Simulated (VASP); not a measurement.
Input:

```yaml
crystal:
  lattice:
    - [0.00000, 2.66875, 2.66875]
    - [2.66875, 0.00000, 2.66875]
    - [10.73906, 10.73906, -0.06408]
  atoms:
    - { symbol: Ca, position: [0.00000, 0.00000, 0.00000] }
    - { symbol: O, position: [0.52801, 0.52801, 0.10399] }
    - { symbol: O, position: [0.50985, 0.50985, 0.36761] }
    - { symbol: O, position: [0.49015, 0.49015, 0.63239] }
    - { symbol: O, position: [0.47199, 0.47199, 0.89601] }
    - { symbol: Ba, position: [0.01941, 0.01941, 0.23544] }
    - { symbol: Ba, position: [0.00000, 0.00000, 0.50000] }
    - { symbol: Ba, position: [0.98059, 0.98059, 0.76456] }
```

These are PBEsol GGA, VASP's PBE PAW potentials (set 64) (plane waves; VASP 6.6.1) values and carry that method's errors. Settings: 520 eV cut-off, Gaussian smearing of 0.050 eV, potentials Ca_sv O Ba_sv.

Unless said otherwise, spin-orbit coupling is left out, though it shifts the bands of the heavy elements here.

Estimate the band gap (along the path) with the smallest direct gap where there is one.

The band gap (along the path) is 2.03 eV and the smallest direct gap (along the path) comes out as 2.12 eV.

The structure was generated: Ba3CaO4 was put into an ordered model structure (R-3m), which need not be its known phase. It was relaxed first.
